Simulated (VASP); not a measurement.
Wanted: the native input for a VASP 6.6.1 run.

```
Task                   : relaxation of cell and atoms
Functional             : PBE
Potentials or basis    : VASP PAW PBE potentials, release 64 (Hf_pv)
Cutoff                 : 520 eV
k mesh                 : 3 × 3 × 2
Occupations            : gaussian, width 0.1 eV
Spin                   : no spin polarisation
Further INCAR settings : ALGO = Fast; EDIFF = 1e-07; IBRION = 2; EDIFFG = -0.002; NSW = 80; ISIF = 3
```

The structure of Hf lies in POSCAR:

```
Hf                                      
1.0
    3.2111124291     -0.0000000000      0.0000000000
   -1.6055562145      2.7809049397     -0.0000000000
   -0.0000000000     -0.0000000000      5.0240421152
  Hf            
     2
Direct
     0.3333333300000021    0.6666666699999979    0.2500000000000000
     0.6666666699999979    0.3333333300000021    0.7500000000000000
```

These files were run (other wordings do the same):

INCAR

```
SYSTEM = Hf
PREC = Accurate ; ENCUT = 520
EDIFF = 1E-7 ; ISMEAR = 0
SIGMA = 0.1 ; LREAL = .False.
LASPH = .True. ; NELM = 80
ALGO = Fast ; ISIF = 3
LWAVE = .False. ; LCHARG = .False.
GGA = PE ; IBRION = 2
NSW = 80 ; EDIFFG = -0.002
```

KPOINTS

```
Automatic mesh
0
Gamma
  3 3 2
  0 0 0
```

Potentials or basis: VASP PAW PBE potentials, release 64 (Hf_pv).

Launch:

```bash
$ cat potpaw_PBE.64/Hf_pv/POTCAR > POTCAR
$ mpirun -np 1 vasp_std > vasp.out
```

It gave:

| Property | Result |
| --- | --- |
| Pressure after relaxing | 0.0 GPa |
| Band gap on the k mesh | none (metal or under the smearing width) |

Caveat: the k mesh is coarse (spacing up to 0.75 Å⁻¹), so the values aren't converged; the relaxation stopped at its first step, so nothing moved.

It took 5.8 s on 1 thread of Intel(R) Xeon(R) Platinum 8488C (Sapphire Rapids), with other jobs on the host, peak memory 0.15 GiB.
